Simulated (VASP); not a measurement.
Energy against volume of SiC (zinc blende). These are RPBE GGA, VASP's PBE PAW potentials (set 64) (plane waves; VASP 6.6.1) values and carry that method's errors. Run with 520 eV cut-off, 10×10×10 Γ-centred mesh, Gaussian smearing of 0.050 eV, potentials Si C.

| V (Å³/atom) | E (eV/atom) |
|---|---|
| 10.318 | -7.15581 |
| 10.638 | -7.16233 |
| 10.957 | -7.15654 |
| 11.276 | -7.14014 |

**Question.** Fit these four points and predict the energy of the run at 9.999 Å³/atom.

**Answer.** A cubic in V^(−2/3), the third-order Birch-Murnaghan form, passes through the four points with V0 = 10.64 Å³/atom and B0 = 205 GPa, and gives -7.1351 eV/atom there. The run gave -7.1350 eV/atom, +0.1 meV/atom from the fit; all five points give B0 = 205 GPa.

The compound is SiC in the zinc blende structure. It was relaxed first.
